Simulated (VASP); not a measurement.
VASP runs on Ru (hcp) share one base input (PBE GGA, plane waves, VASP's PBE PAW potentials (set 64)) and change the settings named in each case.

**INCAR**
```
SYSTEM = Ru
PREC = Accurate; ENCUT = 400; LREAL = .FALSE.
LASPH = .TRUE.
EDIFF = 1E-6; NELM = 100; ALGO = Normal
LMAXMIX = 4
ISMEAR = 1; SIGMA = 0.1
GGA = PE
ISIF = 2
LWAVE = .FALSE.; LCHARG = .FALSE.
```

KPOINTS:
```
Automatic mesh
0
Gamma
  14 14 8
0 0 0
```

**POSCAR**
```
Ru
1
    1.3821000000    -2.3938680000     0.0000000000
    1.3821000000     2.3938680000     0.0000000000
    0.0000000000     0.0000000000     4.3656000000
Ru
2
Direct
  0.3333330000   0.6666670000   0.2500000000
  0.6666670000   0.3333330000   0.7500000000
```

POTCAR, in this order: Ru_pv (PBE.64 set). Program: vasp_std.

```csv
change,E(σ→0) (eV/atom),pressure (GPa),−TS (eV)
base run,-9.2006,-14.27,-0.0016
SIGMA = 0.05,-9.2007,-14.28,0.0000
"ISMEAR = 0, SIGMA = 0.05",-9.2007,-14.26,-0.0034
ISMEAR = -1,-9.2021,-14.05,-0.0626
"ISMEAR = 0, SIGMA = 0.3",-9.2026,-13.97,-0.0840
SIGMA = 0.02,-9.2008,-14.28,0.0001
"ISMEAR = 0, SIGMA = 0.2",-9.2018,-14.14,-0.0395
"ISMEAR = -5, SIGMA removed",-9.2036,-14.36,0.0000
"ISMEAR = -4, SIGMA removed",(withheld),(withheld),0.0000
```

Task: Fill in the missing entries.

Result: 
- ISMEAR = -4, SIGMA removed, E(σ→0) (eV/atom): -9.1693
- ISMEAR = -4, SIGMA removed, pressure (GPa): -13.78

Left out are runs that ran out of time, are held back, or changed the cell or the kind of run, fixed moments of cells without a moment, rows past the twelfth, gaps on odd meshes, pressures of charged cells and columns that move by less than the noise.

The compound is Ru in the hcp structure. The cell was not relaxed at this level.
